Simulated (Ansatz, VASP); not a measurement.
**Cross-check of Al (Aluminum) between VASP and Ansatz**

One calculation is typed for both programs; each brings its own data sets. How far apart do they land? The cell is taken from a series of runs on this material, whose earlier steps may have relaxed, scaled, displaced or heated it; both programs get it as it stands.

Program: Ansatz 0.2.0. Level of theory: plane waves, with VASP 6.6.1 beside it; LDA. Results are calculated unless marked as measured.

## 1. The structure

Symmetry: Fm-3m, No. 225, cubic system. The conventional cell has a = 4.019 Å, b = 4.019 Å, c = 4.019 Å, α = 90.00°, β = 90.00°, γ = 90.00°. Nearest to Al lie 12 Al at 2.84 Å.

Structure file:

```
Al
1.0
     0.00000    2.00940    2.00940
     2.00940    0.00000    2.00940
     2.00940    2.00940    0.00000
Al
1
Cartesian
  0.0000 0.0000 0.0000
```

## 2. VASP: elastic constants, LDA

Elastic constants are differences of stresses under small strains, so they test the stress and the mesh.

Lines of VASP's logs that name or quote its potential files are left out, and so is its time.

INCAR

```
SYSTEM = Al
PREC = Accurate
ENCUT = 500
EDIFF = 1E-08
NELM = 120
ISMEAR = 0
SIGMA = 0.1
LREAL = .FALSE.
ALGO = Normal
GGA = CA
NBANDS = 7
LORBIT = 11
LWAVE = .FALSE.
LCHARG = .FALSE.
ISIF = 3
IBRION = 6
NFREE = 2
POTIM = 0.015
NSW = 1
LASPH = .TRUE.
GGA_COMPAT = .FALSE.
```

POSCAR

```
Al
1.0
    0.0000000000      2.0093980901      2.0093980901
    2.0093980901      0.0000000000      2.0093980901
    2.0093980901      2.0093980901      0.0000000000
Al
1
Direct
    0.0000000000      0.0000000000      0.0000000000
```

KPOINTS

```
Automatic mesh
0
Gamma
10 10 10
0 0 0
```

Potentials, in the order of the species: Al (LDA family, release 64).

Run with:

```sh
$ mpirun -np 1 vasp_std
```

Numbers of over 12 decimals in the logs are rounded to 6 here.

The log of the run:

```text
[banner, memory and clock lines left out]
running    1 mpi-ranks, on    1 nodes
 distrk:  each k-point on    1 cores,    1 groups
 distr:  one band on    1 cores,    1 groups

 POSCAR found type information on POSCAR Al
 POSCAR found :  1 types and       1 ions
 LDA part: xc-table for (Slater(with rela. corr.)+CA(PZ))
 , standard interpolation
 POSCAR, INCAR and KPOINTS ok, starting setup
 FFT: planning ... GRIDC
 FFT: planning ... GRID_SOFT
 FFT: planning ... GRID
 WAVECAR not read
 entering main loop
       N       E                     dE             d eps       ncg     rms          rms(c)
DAV:   1    -0.280492691208E+01   -0.28049E+01   -0.86956E+02   679   0.224E+02
DAV:   2    -0.419202065961E+01   -0.13871E+01   -0.12664E+01   917   0.205E+01
DAV:   3    -0.420048809331E+01   -0.84674E-02   -0.84617E-02   896   0.171E+00
DAV:   4    -0.420049569398E+01   -0.76007E-05   -0.76016E-05  1008   0.485E-02
DAV:   5    -0.420049569728E+01   -0.33088E-08   -0.27176E-08   896   0.776E-04    0.139E+00
DAV:   6    -0.418235885743E+01    0.18137E-01   -0.26815E-03   924   0.233E-01    0.781E-01
DAV:   7    -0.417073629744E+01    0.11623E-01   -0.65946E-03   791   0.360E-01    0.160E-01
DAV:   8    -0.417071085609E+01    0.25441E-04   -0.23684E-05  1029   0.368E-02    0.174E-02
DAV:   9    -0.417071063468E+01    0.22142E-06   -0.15547E-07   882   0.199E-03    0.892E-04
DAV:  10    -0.417071061213E+01    0.22550E-07   -0.46714E-09  1022   0.451E-04    0.287E-04
DAV:  11    -0.417071061169E+01    0.43946E-09   -0.18090E-10   595   0.908E-05
   1 F= -.41707106E+01 E0= -.41680788E+01  d E =-.526364E-02
[... from here on, the cycles between the ionic steps are left out ...]
   2 F= -.41683152E+01 E0= -.41662555E+01  d E =-.411945E-02
   3 F= -.41736821E+01 E0= -.41711456E+01  d E =-.507293E-02
   4 F= -.41683152E+01 E0= -.41662555E+01  d E =-.411945E-02
   5 F= -.41736821E+01 E0= -.41711456E+01  d E =-.507293E-02
   6 F= -.41683152E+01 E0= -.41662555E+01  d E =-.411945E-02
   7 F= -.41736821E+01 E0= -.41711456E+01  d E =-.507293E-02
   8 F= -.41713838E+01 E0= -.41690651E+01  d E =-.463727E-02
   9 F= -.41713838E+01 E0= -.41690651E+01  d E =-.463726E-02
  10 F= -.41713838E+01 E0= -.41690651E+01  d E =-.463726E-02
  11 F= -.41713838E+01 E0= -.41690651E+01  d E =-.463726E-02
  12 F= -.41713838E+01 E0= -.41690651E+01  d E =-.463726E-02
  13 F= -.41713838E+01 E0= -.41690651E+01  d E =-.463726E-02
  14 F= -.41707106E+01 E0= -.41680788E+01  d E =-.526364E-02
 Finite differences progress:
  Degree of freedom:   7/  7
  Displacement:        1/  2
  Total:              13/ 14
 bond charge predicted
       N       E                     dE             d eps       ncg     rms          rms(c)
DAV:   1    -0.417071432680E+01   -0.37352E-05   -0.56596E-02   700   0.147E+00    0.475E-02
DAV:   2    -0.417072778076E+01   -0.13454E-04   -0.36946E-04   966   0.131E-01    0.300E-02
DAV:   3    -0.417071055167E+01    0.17229E-04   -0.32747E-05   819   0.211E-02    0.116E-03
DAV:   4    -0.417071058256E+01   -0.30888E-07   -0.42013E-07   875   0.450E-03    0.700E-04
DAV:   5    -0.417071059276E+01   -0.10206E-07   -0.25031E-08   959   0.611E-04    0.214E-05
DAV:   6    -0.417071059103E+01    0.17324E-08   -0.23500E-10   574   0.104E-04
  15 F= -.41707106E+01 E0= -.41680788E+01  d E =-.526365E-02
 Finite differences progress:
  Degree of freedom:   7/  7
  Displacement:        2/  2
  Total:              14/ 14
```

OUTCAR, selected parts (step 2):

```text
ion  position               nearest neighbor table
   1  0.000  0.000  0.000-

  LATTYP: Found a face centered cubic cell.
 ALAT       =     4.0187961802

 Subroutine GETGRP returns: Found 48 space group operations
 (whereof 48 operations were pure point group operations)

The static configuration has the point symmetry O_h .

 Found     47 irreducible k-points:

   k-points           NKPTS =     47   k-points in BZ     NKDIM =     47   number of bands    NBANDS=      7

   dimension x,y,z NGX =    24 NGY =   24 NGZ =   24
   dimension x,y,z NGXF=    48 NGYF=   48 NGZF=   48

   ENCUT  =  500.0 eV  36.75 Ry    6.06 a.u.   5.18  5.18  5.18*2*pi/ulx,y,z

   NELECT =       3.0000    total number of electrons

 k-points in reciprocal lattice and weights: Automatic mesh
   0.00000000  0.00000000  0.00000000       0.001
   0.10000000  0.00000000  0.00000000       0.008
   0.20000000  0.00000000  0.00000000       0.008
   0.30000000  0.00000000  0.00000000       0.008
   0.40000000  0.00000000  0.00000000       0.008
   0.50000000  0.00000000  0.00000000       0.004
   0.10000000  0.10000000  0.00000000       0.006
   0.20000000  0.10000000  0.00000000       0.024
   0.30000000  0.10000000  0.00000000       0.024
[...]
-0.30000000  0.40000000  0.20000000       0.024
  -0.30000000  0.50000000  0.20000000       0.012

 average (electrostatic) potential at core
       1 -70.7080

 E-fermi :   8.0997

 k-point     1 :       0.0000    0.0000    0.0000
  band No.  band energies     occupation
      1      -3.2510      2.00000
      2      20.6257      0.00000
      3      20.6257      0.00000
      4      20.6257      0.00000
      5      22.0732      0.00000
      6      22.0732      0.00000
    ...

 k-point     2 :       0.1000    0.0000    0.0000
  band No.  band energies     occupation
      1      -2.9769      2.00000
      2      17.3329      0.00000
      3      19.8904      0.00000
      4      19.8904      0.00000
      5      22.8101      0.00000
      6      23.2090      0.00000
    ...

 k-point     3 :       0.2000    0.0000    0.0000
  band No.  band energies     occupation
      1      -2.1581      2.00000
      2      13.3236      0.00000
      3      19.1287      0.00000
      4      19.1287      0.00000
      5      22.5592      0.00000
      6      23.6191      0.00000
    ...

  Total       -0.2135984     -0.2135984     -0.2135984     -0.0000000      0.0000000     -0.0000000
  in kB      -21.0901945    -21.0901945    -21.0901945     -0.0000000      0.0000000     -0.0000000
  external PRESSURE =     -21.0901945 kB  Pullay stress =       0.0000000 kB

  energy-cutoff  :      500.00
  volume of cell :       16.23
      direct lattice vectors                 reciprocal lattice vectors
     0.000000000  2.009398090  2.009398090    -0.248830733  0.248830733  0.248830733
     2.009398090  0.000000000  2.009398090     0.248830733 -0.248830733  0.248830733
     2.009398090  2.009398090  0.000000000     0.248830733  0.248830733 -0.248830733

 POSITION                                       TOTAL-FORCE (eV/Angst)
 -----------------------------------------------------------------------------------
     -0.01500      0.00000      0.00000         0.000000     -0.000000      0.000000
 -----------------------------------------------------------------------------------
    total drift:                                0.000004      0.000000     -0.000000

  FREE ENERGIE OF THE ION-ELECTRON SYSTEM (eV)
  ---------------------------------------------------
  free  energy   TOTEN  =        -4.1707105910 eV

  energy  without entropy=       -4.1654469460  energy(sigma->0) =       -4.16807877

  SYMMETRIZED ELASTIC MODULI (kBar)
 Direction    XX          YY          ZZ          XY          YZ          ZX
 --------------------------------------------------------------------------------
 XX         -66.9828   1133.8749   1133.8749     -0.0000      0.0000      0.0000
 YY        1133.8749    -66.9828   1133.8749      0.0000      0.0000     -0.0000
 ZZ        1133.8749   1133.8749    -66.9828      0.0000      0.0000     -0.0000
 XY          -0.0000      0.0000      0.0000   -478.9913     -0.0000     -0.0000
 YZ           0.0000      0.0000      0.0000     -0.0000   -478.9913     -0.0000
 ZX           0.0000     -0.0000     -0.0000     -0.0000     -0.0000   -478.9913
 --------------------------------------------------------------------------------

 Eigenvectors and eigenvalues of the dynamical matrix
 ----------------------------------------------------

   1 f/i=    0.000000 THz     0.000000 2PiTHz    0.000000 cm-1     0.000000 meV
             X         Y         Z           dx          dy          dz
      0.000000  0.000000  0.000000     0.481362    0.876522    0.000000

   2 f/i=    0.000000 THz     0.000000 2PiTHz    0.000000 cm-1     0.000000 meV
             X         Y         Z           dx          dy          dz
      0.000000  0.000000  0.000000    -0.876522    0.481362    0.000000

   3 f/i=    0.000000 THz     0.000000 2PiTHz    0.000000 cm-1     0.000000 meV
             X         Y         Z           dx          dy          dz
      0.000000  0.000000  0.000000     0.000000    0.000000    1.000000

 ELASTIC MODULI CONTR FROM IONIC RELAXATION (kBar)
 Direction    XX          YY          ZZ          XY          YZ          ZX
 --------------------------------------------------------------------------------
 XX           0.0000      0.0000      0.0000      0.0000      0.0000      0.0000
 YY           0.0000      0.0000      0.0000      0.0000      0.0000      0.0000
 ZZ           0.0000      0.0000      0.0000      0.0000      0.0000      0.0000
 XY           0.0000      0.0000      0.0000      0.0000      0.0000      0.0000
 YZ           0.0000      0.0000      0.0000      0.0000      0.0000      0.0000
 ZX           0.0000      0.0000      0.0000      0.0000      0.0000      0.0000
 --------------------------------------------------------------------------------

 TOTAL ELASTIC MODULI (kBar)
 Direction    XX          YY          ZZ          XY          YZ          ZX
 --------------------------------------------------------------------------------
 XX         -66.9828   1133.8749   1133.8749     -0.0000      0.0000      0.0000
 YY        1133.8749    -66.9828   1133.8749      0.0000      0.0000     -0.0000
 ZZ        1133.8749   1133.8749    -66.9828      0.0000      0.0000     -0.0000
 XY          -0.0000      0.0000      0.0000   -478.9913     -0.0000     -0.0000
 YZ           0.0000      0.0000      0.0000     -0.0000   -478.9913     -0.0000
 ZX           0.0000     -0.0000     -0.0000     -0.0000     -0.0000   -478.9913
 --------------------------------------------------------------------------------

 total charge
# of ion       s       p       d       tot
------------------------------------------
    1        0.440   0.351   0.000   0.791

[... 3 further parts left out ...]
```

CONTCAR:

```
Al
   1.00000000000000
     0.0000000000000000    2.0093980900999999    2.0093980900999999
     2.0093980900999999    0.0000000000000000    2.0093980900999999
     2.0093980900999999    2.0093980900999999    0.0000000000000000
  Al
     1
Direct
     0.0037324609976248   -0.0037324609976248   -0.0037324609976248
```

The last energy, forces, stress and levels in OUTCAR belong to the last displaced cell, not to the cell of POSCAR.

Levels, forces or a CONTCAR printed for this step are those of its last displaced cell, not of the structure at rest.

[end of part 1 of 2]

[Lines on the potential files, build, host, timing and source positions are cut from VASP's logs without a mark.]

[Logs are printed without paths, hosts, clocks, repeated set-up lines and the standing remarks that a program may print on its own settings, such as how far it seeks lower states.]

[Hosts, paths, dates, database ids (printed as entryN), source tags and the programs' standing remarks are cut or masked in the printed files.]
